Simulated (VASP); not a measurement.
VASP input:

**KPOINTS**
```
Automatic mesh
0
Gamma
14 14 14
0 0 0
```

File POSCAR:
```
HfC
1
    0.0000000000     2.2383747232     2.2383747232
    2.2383747232     0.0000000000     2.2383747232
    2.2383747232     2.2383747232     0.0000000000
Hf C
1 1
Direct
  0.0000000000   0.0000000000   0.0000000000
  0.5000000000   0.5000000000   0.5000000000
```

### INCAR
```
SYSTEM = HfC
PREC = Accurate; ENCUT = 620; LREAL = .False.
LASPH = .True.
EDIFF = 1E-6; NELM = 100; ALGO = Normal
LMAXMIX = 6
ISMEAR = 1; SIGMA = 0.1
IBRION = 2; NSW = 40; ISIF = 3
EDIFFG = -0.02; PSTRESS = 300
LWAVE = .False.; LCHARG = .False.
```

POTCAR, in this order: Hf_pv C (LDA.64 set). Program: vasp_std.

Task: Translate this LDA calculation to Quantum ESPRESSO's pw.x.

Result: One equivalent input (not run):
```
&CONTROL
  calculation = 'vc-relax'
  pseudo_dir = './pseudo'
  outdir = './out'
  tprnfor = .true.
  tstress = .true.
  nstep = 40
  forc_conv_thr = 0.00078
/
&SYSTEM
  ibrav = 0
  nat = 2
  ntyp = 2
  ecutwfc = 82
  occupations = 'smearing'
  smearing = 'methfessel-paxton'
  degauss = 0.00735
  input_dft = 'pz'
/
&ELECTRONS
  conv_thr = 7.3e-08
  electron_maxstep = 100
/
&IONS
/
&CELL
  press = 300
/
ATOMIC_SPECIES
  Hf 178.490 Hf.upf
  C 12.011 C.upf
CELL_PARAMETERS angstrom
     0.0000000    2.2383747    2.2383747
     2.2383747    0.0000000    2.2383747
     2.2383747    2.2383747    0.0000000
ATOMIC_POSITIONS crystal
  Hf   0.0000000  0.0000000  0.0000000
  C    0.5000000  0.5000000  0.5000000
K_POINTS automatic
  14 14 14 0 0 0
```
What does not carry over: the potentials are each code's own (VASP's PAW set, PseudoDojo norm-conserving files in pw.x), so ENCUT and ecutwfc are chosen apart and not converted; conv_thr bounds pw.x's estimated SCF error, while EDIFF bounds the energy change between steps; forc_conv_thr acts on force components and is met together with etot_conv_thr.

The compound is HfC in the rock salt structure. This run relaxes it under an external pressure of 30 GPa. Symmetry was kept, so distortions that lower it aren't found.
